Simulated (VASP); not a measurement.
Given:

```
NiO
1.0
    4.32128     2.15872     2.15872
    2.15872     4.32128     2.15872
    2.15872     2.15872     4.32128
Ni O
2 2
Direct
  0.00000   0.00000   0.00000
  0.50000   0.50000   0.50000
  0.25000   0.25000   0.25000
  0.75000   0.75000   0.75000
```
Starting moments (μB, in the order of the record's atoms Ni Ni O O): 1.4 -1.4 0.0 0.0.

Method: RPBE GGA, VASP's PBE PAW potentials (set 64) (plane waves; VASP). Settings: 520 eV cut-off, 9×9×9 Γ-centred mesh, Gaussian smearing of 0.050 eV, potentials Ni O.

### Question
Estimate the cell moment, energy per atom (σ→0), pressure.

### Answer

| Property | Value |
|---|---|
| cell moment | 0.00 μB |
| energy per atom (σ→0) | -5.421 eV/atom |
| pressure | -88.4 kbar |

### Question
Give the moment on each site (PAW-sphere projection).

### Answer

```tsv
site	moment (μB)
Ni1	1.42
Ni2	-1.42
O3	0.00
O4	0.00
```

The absolute energy has meaning only against runs of the same code, potentials and settings.

The compound is NiO in the rock salt, AFM-II order structure. This cell is one point of a volume scan, at 1.06 of the reference volume.
